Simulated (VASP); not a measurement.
**LiTiO2 (space group R3m): computed properties**

Computed with PBEsol GGA, VASP's PBE PAW potentials (set 64) (plane waves; VASP).

- space group: R3m (160)
- cell: a = b = 2.8623 Å, c = 15.4693 Å, α = β = 90.00°, γ = 120.00°
- volume per atom: 9.15 Å³/atom
- band gap (over mesh and band path): none (metal, semimetal or under 0.01 eV)
- density: 3.94 g/cm³

```yaml
crystal:
  lattice:
    - [1.43113, 0.82626, 5.15642]
    - [-1.43113, 0.82626, 5.15642]
    - [0.00000, -1.65252, 5.15642]
  atoms:
    - { symbol: Li, position: [0.17209, 0.17209, 0.17209] }
    - { symbol: Ti, position: [0.99867, 0.99867, 0.99867] }
    - { symbol: O, position: [0.40838, 0.40838, 0.40838] }
    - { symbol: O, position: [0.58753, 0.58753, 0.58753] }
```

The structure comes from a computed database's LiTiO2 entry (R3m); how it stands against other phases isn't given here. It was relaxed first, which changed the volume by -5 %. Symmetry was kept, so distortions that lower it aren't found. The electron count is odd and the run is not spin-polarised, which forces a metal.
